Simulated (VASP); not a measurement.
Given:

```yaml
crystal:
  lattice:
    - [0.00000, 2.17707, 2.17707]
    - [2.17707, 0.00000, 2.17707]
    - [2.17707, 2.17707, 0.00000]
  atoms:
    - { symbol: Si, position: [0.00000, 0.00000, 0.00000] }
    - { symbol: C, position: [0.25000, 0.25000, 0.25000] }
```

Computed with RPBE GGA, VASP's PBE PAW potentials (set 64) (plane waves; VASP). Settings: 520 eV cut-off, 10×10×10 Γ-centred mesh, Gaussian smearing of 0.050 eV, potentials Si C.

**Question.** Give the stress tensor in GPa (positive for a compressed cell).

**Answer.** 
```
6.63  0.00  0.00
0.00  6.63  0.00
0.00  0.00  6.63
```
The pressure is its mean diagonal, 6.63 GPa.

The compound is SiC in the zinc blende structure. This cell is one point of a volume scan, at 0.97 of the reference volume.
